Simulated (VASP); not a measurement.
Energy against volume of La2O3 (a-type). All values below come from vdW-DF-cx, VASP's PBE PAW potentials (set 64) (plane waves; VASP). Numerical set-up: 520 eV cut-off, 7×7×4 Γ-centred mesh, Gaussian smearing of 0.050 eV, potentials La O.

Shape and ions are relaxed at each volume.

```json
[
 {"V (Å³/atom)": "15.576", "E (eV/atom)": "-6.66751"},
 {"V (Å³/atom)": "16.058", "E (eV/atom)": "-6.67327"},
 {"V (Å³/atom)": "16.540", "E (eV/atom)": "-6.66856"},
 {"V (Å³/atom)": "17.021", "E (eV/atom)": "-6.65465"}
]
```

### Question
Fit these four points and predict the energy of the run at 15.094 Å³/atom.

### Answer
A cubic in V^(−2/3), the third-order Birch-Murnaghan form, passes through the four points with V0 = 16.07 Å³/atom and B0 = 115 GPa, and gives -6.6499 eV/atom there. The run gave -6.6497 eV/atom, +0.2 meV/atom from the fit; all five points give B0 = 116 GPa.

The compound is La2O3 in the a-type structure. It was relaxed first.
